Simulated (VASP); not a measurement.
```yaml
crystal:
  lattice:
    - [2.50524, -4.33921, 0.00000]
    - [2.50524, 4.33921, 0.00000]
    - [0.00000, 0.00000, 5.50378]
  atoms:
    - { symbol: Si, position: [0.00000, 0.47481, 0.33333] }
    - { symbol: Si, position: [0.52519, 0.52519, 0.00000] }
    - { symbol: Si, position: [0.47481, 0.00000, 0.66667] }
    - { symbol: O, position: [0.25894, 0.41476, 0.20770] }
    - { symbol: O, position: [0.58524, 0.84418, 0.87437] }
    - { symbol: O, position: [0.74106, 0.15582, 0.45897] }
    - { symbol: O, position: [0.84418, 0.58524, 0.12563] }
    - { symbol: O, position: [0.41476, 0.25894, 0.79230] }
    - { symbol: O, position: [0.15582, 0.74106, 0.54103] }
```

The numbers are results of PBE GGA, VASP's PBE PAW potentials (set 64) (plane waves; VASP), not measurements. Settings: 520 eV cut-off, 7×7×5 Γ-centred mesh, Gaussian smearing of 0.010 eV, potentials Si O.

Problem. Give the direction-averaged independent-particle dielectric function (no local fields, no excitons; a broadening of 0.1 eV leaves a tail below the gap, and fine structure carries the noise of the k-mesh).

Solution. 
```tsv
ħω (eV)	ε₁	ε₂
0.00	2.49	0.00
0.50	2.49	0.00
1.00	2.50	0.00
1.50	2.51	0.00
2.00	2.53	0.00
2.60	2.56	0.01
3.10	2.60	0.01
3.60	2.64	0.01
4.10	2.69	0.01
4.60	2.76	0.01
5.20	2.86	0.02
5.70	2.97	0.03
6.20	3.12	0.04
6.70	3.35	0.07
7.30	3.78	0.25
7.80	3.90	0.84
8.30	4.16	1.21
8.80	4.37	1.77
9.30	3.76	2.90
9.90	2.91	2.93
10.40	2.30	2.81
10.90	1.99	2.35
11.40	2.12	2.27
12.00	1.86	2.41
```
ε₂ peaks at 9.4 eV (height 2.9); ε₁(0) averages 2.49, so the electronic refractive index below the gap tends to √2.49 = 1.58.

The compound is SiO2 in the quartz structure. It was relaxed first, which changed the volume by +6 %.
